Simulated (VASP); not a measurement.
VASP input:

INCAR:
```
SYSTEM = MgF2
PREC = Accurate
ENCUT = 520
EDIFF = 1E-7
NELM = 100
ALGO = Normal
LREAL = .FALSE.
LASPH = .TRUE.
ISMEAR = 0
SIGMA = 0.05
GGA = MK
PARAM1 = 0.1234
PARAM2 = 1.0
LUSE_VDW = .TRUE.
AGGAC = 0.0
LWAVE = .FALSE.
LCHARG = .FALSE.
ISIF = 4
IBRION = 2
NSW = 30
EDIFFG = -0.01
```

File POSCAR:
```
MgF2
1
    4.5463467302     0.0000000000     0.0000000000
    0.0000000000     4.5463467302     0.0000000000
    0.0000000000     0.0000000000     3.0041329226
Mg F
2 4
Direct
  0.0000000000   0.0000000000   0.0000000000
  0.5000000000   0.5000000000   0.5000000000
  0.3027531193   0.3027531193   0.0000000000
  0.8027531193   0.1972468807   0.5000000000
  0.1972468807   0.8027531193   0.5000000000
  0.6972468807   0.6972468807   1.0000000000
```

KPOINTS:
```
Automatic
0
gamma
 5 5 7
```

POTCAR, in this order: Mg F (PBE.64 set). Program: vasp_std.

### Question
Translate this optB86b-vdW calculation to Quantum ESPRESSO's pw.x.

### Answer
One equivalent input (not run):
```
&CONTROL
  calculation = 'vc-relax'
  pseudo_dir = './pseudo'
  outdir = './out'
  tprnfor = .true.
  tstress = .true.
  nstep = 30
  forc_conv_thr = 0.00039
/
&SYSTEM
  ibrav = 0
  nat = 6
  ntyp = 2
  ecutwfc = 84
  occupations = 'smearing'
  smearing = 'gaussian'
  degauss = 0.003675
  input_dft = 'vdw-df-ob86'
/
&ELECTRONS
  conv_thr = 7.3e-09
  electron_maxstep = 100
/
&IONS
/
&CELL
  cell_dofree = 'shape'
/
ATOMIC_SPECIES
  Mg 24.305 Mg.upf
  F 18.998 F.upf
CELL_PARAMETERS angstrom
     4.5463467    0.0000000    0.0000000
     0.0000000    4.5463467    0.0000000
     0.0000000    0.0000000    3.0041329
ATOMIC_POSITIONS crystal
  Mg   0.0000000  0.0000000  0.0000000
  Mg   0.5000000  0.5000000  0.5000000
  F    0.3027531  0.3027531  0.0000000
  F    0.8027531  0.1972469  0.5000000
  F    0.1972469  0.8027531  0.5000000
  F    0.6972469  0.6972469  1.0000000
K_POINTS automatic
  5 5 7 0 0 0
```
What does not carry over: the potentials are each code's own (VASP's PAW set, PseudoDojo norm-conserving files in pw.x), so ENCUT and ecutwfc are chosen apart and not converted; conv_thr bounds pw.x's estimated SCF error, while EDIFF bounds the energy change between steps; forc_conv_thr acts on force components and is met together with etot_conv_thr.

The compound is MgF2 in the rutile structure. This cell is one point of a volume scan, at 0.94 of the reference volume. Symmetry was kept, so distortions that lower it aren't found.
